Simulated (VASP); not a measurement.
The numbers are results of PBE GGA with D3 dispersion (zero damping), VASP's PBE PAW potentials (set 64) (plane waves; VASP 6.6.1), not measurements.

A VASP calculation is set up with these files.

### INCAR
```
! general
SYSTEM   =  Zn
PREC     =  Accurate
ENCUT    =  520
LREAL    =  .False.
LASPH    =  .True.

! electronic loop
EDIFF    =  1E-7
NELM     =  100
ALGO     =  Normal
LMAXMIX  =  4

! smearing
ISMEAR   =  1
SIGMA    =  0.1

! functional
GGA      =  PE
IVDW     =  11

! ions
IBRION   =  2
NSW      =  30
ISIF     =  4
EDIFFG   =  -0.01

! output
LWAVE    =  .False.
LCHARG   =  .False.
```

**POSCAR**
```
Zn
1
    1.2981840576    -2.2485211573     0.0000000000
    1.2981840576     2.2485211573     0.0000000000
    0.0000000000     0.0000000000     4.5621782507
Zn
2
Direct
  0.3333330000   0.6666670000   0.2500000000
  0.6666670000   0.3333330000   0.7500000000
```

### KPOINTS
```
Automatic mesh
0
Gamma
16 16 8
0 0 0
```

POTCAR, in this order: Zn (PBE.64 set). Program: vasp_std.

Problem. What will the output report for the number of irreducible k-points (NKPTS), largest plane-wave count, number of space-group operations, FFT grid (NGX, NGY, NGZ)?

Solution. 
```
Property                                       Value
--------------------------------------  ------------
number of irreducible k-points (NKPTS)           150
largest plane-wave count                         734
number of space-group operations                  24
FFT grid (NGX, NGY, NGZ)                20 × 20 × 36
```

The compound is Zn in the hcp structure. This cell is one point of a volume scan, at 0.94 of the reference volume. Symmetry was kept, so distortions that lower it aren't found.
